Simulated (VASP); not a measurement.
```yaml
crystal:
  lattice:
    - [0.00000, 2.17234, 2.17234]
    - [2.17234, 0.00000, 2.17234]
    - [2.17234, 2.17234, 0.00000]
  atoms:
    - { symbol: Be, position: [0.25000, 0.25000, 0.25000] }
    - { symbol: Be, position: [0.75000, 0.75000, 0.75000] }
    - { symbol: C, position: [0.00000, 0.00000, 0.00000] }
```

All values below come from vdW-DF-cx, VASP's PBE PAW potentials (set 64) (plane waves; VASP). Run with 520 eV cut-off, 10×10×10 Γ-centred mesh, tetrahedra with Blöchl corrections, potentials Be C.

Question: What does the run give for the energy per atom (σ→0), band gap (on the k-mesh) with the smallest direct gap where there is one?

Answer: 
The band gap (on the k-mesh) comes out as 1.15 eV and the smallest direct gap (on the k-mesh) is 4.19 eV. The energy per atom (σ→0) is -5.191 eV/atom.

The compound is Be2C in the antifluorite structure. It was relaxed first.
